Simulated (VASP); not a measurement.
## SrCl2: stress against strain

SrCl2 (fluorite, Fm-3m, 27.617 Å³/atom and stress up to 0.09 GPa in the relaxed cell, cube axes along x, y and z) under an equal strain ε along x and y, with z held. PBEsol in VASP (plane waves, PAW), 480 eV, 8×8×8 Γ-centred mesh, Gaussian smearing 0.05 eV; ions are relaxed, or left where forces stay under 0.02 eV/Å, within the symmetry of each cell. Stress is positive for a compressed cell.

Here s stands for strain and y for stress xx.

```csv
strain (%),stress xx (GPa)
-3.00,?
-1.50,1.41
-1.00,0.89
-0.50,0.39
0.00,-0.09
0.50,-0.54
1.00,-0.98
1.50,-1.39
```

Problem. Fit y against s with a straight line, and predict the withheld value at s = -3.00.

Solution. Means: s 0, y -0.044. About the means, the sum of products is -6.5350 and the sum of squares of s is 7.0000; the slope is their ratio. Least squares gives y = -0.044 - 0.9336·s. Residuals (row less fit): 0.054, 0.000, -0.033, -0.046, -0.029, -0.002, 0.054; standard error 0.044 (degrees of freedom: 5). The slope gives the elastic constants C11 + C12 = 93 ± 2 GPa (± standard error of the fit, which holds the terms cut off). At the withheld row, y = -0.044 - 0.9336 × (-3.0) = 2.757 GPa. The calculation gives 3.14 GPa, 0.383 GPa above the prediction (8.5 % of the range of y in the table). The row lies outside the fitted rows, so this is an extrapolation. From the scatter of the fitted rows alone, a prediction at this place has a standard error of 0.069 GPa, so the miss is 5.6 times that.

A polynomial of degree 2 through the 12 other runs of the series gives 3.12 there, so most of the miss is curvature that the fit leaves out. Rows are the converged runs of the series near zero and its far end, less any whose ions stayed unrelaxed beside relaxed ones; series whose fitted rows scatter by over a few per cent of the range, as at a crossing or softening among them, aren't shown in this form. Most that stay on the fit to the last digits aren't either.
